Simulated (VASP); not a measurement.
OSZICAR of a VASP run on KCl (relaxed from the rock salt structure, space group Fm-3m):

**OSZICAR**
```
       N       E                     dE             d eps       ncg     rms          rms(c)
DAV:   1     0.931520256227E+02    0.93152E+02   -0.62150E+03   480   0.973E+02
DAV:   2    -0.167389103282E+01   -0.94826E+02   -0.87891E+02   624   0.255E+02
DAV:   3    -0.709534832067E+01   -0.54215E+01   -0.53917E+01   608   0.567E+01
DAV:   4    -0.726800151711E+01   -0.17265E+00   -0.17252E+00   828   0.986E+00
DAV:   5    -0.726883542294E+01   -0.83391E-03   -0.83389E-03   612   0.751E-01    0.333E+00
DAV:   6    -0.702628282076E+01    0.24255E+00   -0.45688E-01   580   0.395E+00    0.274E+00
DAV:   7    -0.701275885042E+01    0.13524E-01   -0.10781E-01   612   0.208E+00    0.156E+00
DAV:   8    -0.702273400605E+01   -0.99752E-02   -0.17681E-02   656   0.114E+00    0.181E-01
DAV:   9    -0.702335319321E+01   -0.61919E-03   -0.11298E-03   628   0.227E-01    0.917E-02
DAV:  10    -0.702390293551E+01   -0.54974E-03   -0.49841E-04   564   0.178E-01    0.155E-02
DAV:  11    -0.702392092927E+01   -0.17994E-04   -0.20929E-05   648   0.354E-02    0.975E-03
DAV:  12    -0.702392441068E+01   -0.34814E-05   -0.85425E-06   596   0.205E-02    0.421E-03
DAV:  13    -0.702392438907E+01    0.21609E-07   -0.10320E-06   476   0.864E-03
   1 F= -.70239244E+01 E0= -.70239244E+01  d E =-.702392E+01
```

**Question.** Which electronic solver shows in the log?

**Answer.** It is blocked Davidson (ALGO = Normal, or the opening steps of other solvers). The INCAR had ALGO = Normal.

**Question.** Can the final energy be trusted as converged?

**Answer.** The calculation finished and met its thresholds. It stopped with EDIFF = 1E-6, NELM = 100, NSW = 60 and EDIFFG = -0.01 after 1 ionic step (PBEsol GGA, plane waves, VASP's PBE PAW potentials (set 64)).

The structure was generated: KCl was put into the rock salt type (Fm-3m), which need not be its known phase. It was relaxed first, which changed the volume by -15 %. The start is the result of an earlier pass.
